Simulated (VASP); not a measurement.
Calculation: optB86b-vdW, VASP's PBE PAW potentials (set 64) (plane waves; VASP).

VASP input:

INCAR:
```
# general
SYSTEM   = BaTiO3
PREC     = Accurate
ENCUT    = 520
LREAL    = F   # projection in real space or not
LASPH    = T   # aspherical one-centre terms
ICHARG   = 11

# electronic loop
EDIFF    = 1E-7   # SCF stop (eV)
NELM     = 100
ALGO     = Normal   # blocked Davidson
LMAXMIX  = 4

# smearing
ISMEAR   = 0
SIGMA    = 0.05   # width (eV)

# functional
GGA      = MK
LUSE_VDW = T
AGGAC    = 0.0
PARAM1   = 0.1234
PARAM2   = 1.0

# output
LWAVE    = F
LCHARG   = F
LORBIT   = 11
```

### POSCAR
```
BaTiO3
3.9888960
  0.9999998895   0.0000000000   0.0000000000
  0.0000000000   0.9999998895   0.0000000000
  0.0000000000   0.0000000000   1.0273822192
Ba Ti O
1 1 3
direct
  0.0000000000   1.0000000000   0.0032508032
  0.5000000000   0.5000000000   0.5210027245
  0.5000000000   0.5000000000   0.9712374489
  0.0000000000   0.5000000000   0.4842545117
  0.5000000000   1.0000000000   0.4842545117
```

**KPOINTS**
```
k-points along high-symmetry lines
10
Line-mode
Reciprocal
  0.000000   0.000000   0.000000 ! GAMMA
  0.000000   0.500000   0.000000 ! X

  0.000000   0.500000   0.000000 ! X
  0.500000   0.500000   0.000000 ! M

  0.500000   0.500000   0.000000 ! M
  0.000000   0.000000   0.000000 ! GAMMA

  0.000000   0.000000   0.000000 ! GAMMA
  0.000000   0.000000   0.500000 ! Z

  0.000000   0.000000   0.500000 ! Z
  0.000000   0.500000   0.500000 ! R

  0.000000   0.500000   0.500000 ! R
  0.500000   0.500000   0.500000 ! A

  0.500000   0.500000   0.500000 ! A
  0.000000   0.000000   0.500000 ! Z

  0.000000   0.500000   0.000000 ! X
  0.000000   0.500000   0.500000 ! R

  0.500000   0.500000   0.000000 ! M
  0.500000   0.500000   0.500000 ! A
```

POTCAR, in this order: Ba_sv Ti_sv O (PBE.64 set). Program: vasp_std. Read from the step before: CHGCAR.

Output

OSZICAR:
```
       N       E                     dE             d eps       ncg     rms          rms(c)
DAV:   1     0.435414945255E+03    0.43541E+03   -0.21900E+04  4320   0.183E+03
DAV:   2     0.211207750254E+02   -0.41429E+03   -0.40622E+03  4904   0.485E+02
DAV:   3    -0.282953082797E+02   -0.49416E+02   -0.47729E+02  7168   0.144E+02
DAV:   4    -0.303484843057E+02   -0.20532E+01   -0.20519E+01  5416   0.284E+01
DAV:   5    -0.304375634274E+02   -0.89079E-01   -0.89078E-01  6152   0.437E+00
DAV:   6    -0.304384511116E+02   -0.88768E-03   -0.88768E-03  5616   0.479E-01
DAV:   7    -0.304384654037E+02   -0.14292E-04   -0.14292E-04  6288   0.590E-02
DAV:   8    -0.304384656306E+02   -0.22693E-06   -0.22692E-06  5560   0.601E-03
DAV:   9    -0.304384656350E+02   -0.43428E-08   -0.43095E-08  4024   0.802E-04
   1 F= -.30438466E+02 E0= -.30438466E+02  d E =-.655995E-19
```

File OUTCAR:
```
 val. band max:        3.7055400365   @ k =   0.5000   0.5000   0.5000

 cond. band min:       5.4780223675   @ k =   0.0000   0.0000   0.0000



 k-point     1 :       0.0000    0.0000    0.0000
  band No.  band energies     occupation
      1     -52.7460      2.00000
      2     -29.1421      2.00000
      3     -29.0626      2.00000
      4     -29.0626      2.00000
      5     -21.2717      2.00000
      6     -13.1754      2.00000
      7     -12.5508      2.00000
      8     -12.4475      2.00000
      9      -6.4532      2.00000
     10      -6.4088      2.00000
     11      -6.4088      2.00000
     12       1.2572      2.00000
     13       1.3267      2.00000
     14       1.3267      2.00000
     15       2.2451      2.00000
     16       2.2451      2.00000
     17       2.4741      2.00000
     18       3.1147      2.00000
     19       3.2577      2.00000
     20       3.2577      2.00000
     21       5.4780      0.00000
     22       5.8946      0.00000
     23       5.8946      0.00000
     24       7.6991      0.00000

 k-point     2 :       0.0000    0.0556    0.0000
  band No.  band energies     occupation
      1     -52.7459      2.00000
      2     -29.1420      2.00000
      3     -29.0642      2.00000
      4     -29.0625      2.00000
      5     -21.2683      2.00000
      6     -13.1761      2.00000
      7     -12.5492      2.00000
      8     -12.4465      2.00000
      9      -6.4487      2.00000
     10      -6.4038      2.00000
     11      -6.3978      2.00000
     12       1.2425      2.00000
     13       1.2811      2.00000
     14       1.3205      2.00000
     15       2.1881      2.00000
     16       2.2179      2.00000
     17       2.4648      2.00000
     18       3.0521      2.00000
     19       3.2193      2.00000
     20       3.2563      2.00000
     21       5.5448      0.00000
     22       5.8984      0.00000
     23       5.9037      0.00000
     24       7.7583      0.00000

...
```

The density is held fixed in this step, so its total energy and stress have no physical meaning. Unless said otherwise, spin-orbit coupling is left out, though it shifts the bands of the heavy elements here.

The compound is BaTiO3 in the tetragonal perovskite structure. It was relaxed first.
